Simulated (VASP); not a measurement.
Here is the system:

```
Ba
1.0
   -2.51000     2.51000     2.51000
    2.51000    -2.51000     2.51000
    2.51000     2.51000    -2.51000
Ba
1
Direct
  0.00000   0.00000   0.00000
```

Calculation: MS2 meta-GGA, VASP's PBE PAW potentials (set 64) (plane waves; VASP). Numerical set-up: 520 eV cut-off, 9×9×9 Γ-centred mesh, first-order Methfessel-Paxton smearing of 0.10 eV, potentials Ba_sv.

Problem. The ions, cell shape and volume are relaxed. Give the cell that the relaxation ends in.

Solution. 
```
Ba
1.0
   -2.51851     2.51851     2.51851
    2.51851    -2.51851     2.51851
    2.51851     2.51851    -2.51851
Ba
1
Cartesian
  0.00000   0.00000   0.00000
```
Space group Im-3m (229), at a tolerance of 0.03 Å.

Problem. How do energy and volume change from the first to the last step?

Solution. The energy (σ→0) changes by -0.2 meV/atom and the volume by +1.0 %, in 4 ionic steps.

The compound is Ba in the bcc structure. This run relaxes it. Symmetry was kept, so distortions that lower it aren't found.
